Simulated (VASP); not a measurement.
Consider the following.

```xyz
1
Lattice="-2.0945 2.0945 2.0945 2.0945 -2.0945 2.0945 2.0945 2.0945 -2.0945" Properties=species:S:1:pos:R:3 pbc="T T T"
Na     0.0000     0.0000     0.0000
```

These are PBE GGA, VASP's PBE PAW potentials (set 64) (plane waves; VASP 6.6.1) values and carry that method's errors. Settings: PREC = Normal, EDIFF = 1E-5, 400 eV cut-off, 14×14×14 Γ-centred mesh, first-order Methfessel-Paxton smearing of 0.10 eV, potentials Na_pv.

Problem. Predict the energy per atom (σ→0), band gap (on the k-mesh) with the smallest direct gap where there is one.

Solution. 
```yaml
band gap (on the k-mesh): none (metal, semimetal or under 0.01 eV)
energy per atom (σ→0): -1.311 eV/atom
```

Only differences to runs with the same potentials and settings are physical.

The compound is Na in the bcc structure. It was relaxed first.
